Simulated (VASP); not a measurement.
Runs of VASP 6.6.1 on KTaSe2. It takes space group P-3m1 (No. 164, trigonal). Conventional cell: a = 4.090 Å, b = 4.090 Å, c = 6.922 Å, α = 90.00°, β = 90.00°, γ = 120.00°. K (site symmetry -3m) is surrounded by 6 Se at 2.86 Å. Ta (site symmetry -3m) is surrounded by 6 Se at 3.00 Å. Se (site symmetry 3m) is surrounded by 3 K at 2.86 Å and 3 Ta at 3.00 Å. The cell was built by a generator and needn't be a form met in nature.

| task | level | cell | cutoff (eV) | smearing | gap on the mesh (eV) | pressure (GPa) | relaxed volume (Å³/atom) | largest force (eV/Å) |
| --- | --- | --- | --- | --- | --- | --- | --- | --- |
| electrostatic potential | AM05+D4 | as given | 520 | fermi-dirac 0.1 eV | none | -8.2 | - | 4.27 |
| relaxation of cell and atoms | RPBE | relaxed | 600 | gaussian 0.05 eV | none | 0.0 | 24.73 | - |
| relaxation of cell and atoms | PBE | relaxed | 600 | gaussian 0.05 eV | none | 0.0 | 23.78 | 0.01 |
| single point | PBE | as given | 520 | fermi-dirac 0.05 eV | none | (b) | - | (a) |

Alike in all rows: potentials or basis VASP PAW PBE potentials, release 64 (K_sv, Ta_pv, Se); no spin polarisation; k mesh 8 × 8 × 4.

Task: Fill in the values left out.

Result: (a) 4.25; (b) -4.8.

Caveats: the PAW data sets were made with another functional, which shifts forces and pressure a little (some runs); pairwise dispersion overbinds metals, which lowers pressure and volume (some runs); forces of over 1 eV/Å show positions far from the minimum, so gaps and moduli don't describe the material at rest (some runs).

A k mesh can miss the band edges, and the runs leave out spin-orbit coupling on Se, Ta.

A gap of «none» marks a metal or a gap under the smearing width.

Not every run made on this cell is shown here.
